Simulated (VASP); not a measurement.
**Mg3TlF: relaxation of cell and atoms with PBE**

Crystal: Mg3TlF.

```
Mg Tl F
1.0
     4.61867    0.00000    0.00000
     0.00000    4.61867    0.00000
     0.00000    0.00000    4.61867
Mg Tl F
3 1 1
Cartesian
  0.0000 2.3093 2.3093
  2.3093 0.0000 2.3093
  2.3093 2.3093 0.0000
  0.0000 0.0000 0.0000
  2.3093 2.3093 2.3093
```

The cell was built by a generator and needn't be a form met in nature.

The cell isn't the ideal one: random cell by space group and Wyckoff sites (Pm-3m, No. 221).

```
Program                : VASP 6.6.1
Task                   : relaxation of cell and atoms
Functional             : PBE
Potentials or basis    : VASP PAW PBE potentials, release 64 (Mg, Tl_d, F)
Cutoff                 : 600 eV
k mesh                 : 8 × 8 × 8
Occupations            : gaussian, width 0.1 eV
Spin                   : no spin polarisation
Dipole correction      : no
Further INCAR settings : ALGO = Fast; EDIFF = 1e-07; IBRION = 2; EDIFFG = -0.01; NSW = 100; ISIF = 3
```

```json
{"Relaxed volume": "19.53 Å³/atom", "Relaxed cell": "a = 4.605 Å, b = 4.605 Å, c = 4.605 Å, α = 90.00°, β = 90.00°, γ = 90.00°", "Space group after relaxing (to 0.05 Å)": "Pm-3m (No. 221)", "Energy gained by relaxing": "0.2 meV/atom", "Ionic steps": "3", "Pressure after relaxing": "0.0 GPa", "Band gap on the k mesh": "none (metal or under the smearing width)"}
```

The path:
| step | energy change (eV) | largest force (eV/Å) | pressure (GPa) | volume (Å³) |
| --- | --- | --- | --- | --- |
| 1 | 0.0000 | 0.0000 | -0.36 | 98.53 |
| 2 | -0.0009 | 0.0000 | -0.10 | 97.90 |
| 3 | -0.0010 | 0.0000 | -0.01 | 97.67 |

Final structure:
```xyz
5
Lattice="4.6052 0.0000 0.0000 0.0000 4.6052 0.0000 0.0000 0.0000 4.6052" Properties=species:S:1:pos:R:3 pbc="T T T"
Mg    0.0000    2.3026    2.3026
Mg    2.3026    0.0000    2.3026
Mg    2.3026    2.3026    0.0000
Tl    0.0000    0.0000    0.0000
F     2.3026    2.3026    2.3026
```

Levels at points of the mesh, in eV from the Fermi level:
```
           k point  band 10  band 11  band 12  band 13  band 14  band 15  band 16  band 17
(0.00, 0.00, 0.00)    -8.38    -0.34    -0.34    -0.34    -0.08     0.70     0.70     5.76
(0.50, 0.00, 0.00)    -6.84    -4.75     0.17     0.17     1.49     2.23     2.28     2.87
(0.50, 0.50, 0.00)    -6.70    -3.09    -3.09    -1.55     1.59     2.40     2.93     2.93
(0.50, 0.50, 0.50)    -5.96    -2.65    -2.65    -2.65     0.10     0.10     0.10     1.26
```

It took 63 s on 1 thread of Intel(R) Xeon(R) 6975P-C (Granite Rapids), with other jobs on the host, peak memory 0.3 GiB.

The run has no spin-orbit coupling, so splittings on Tl are missing.
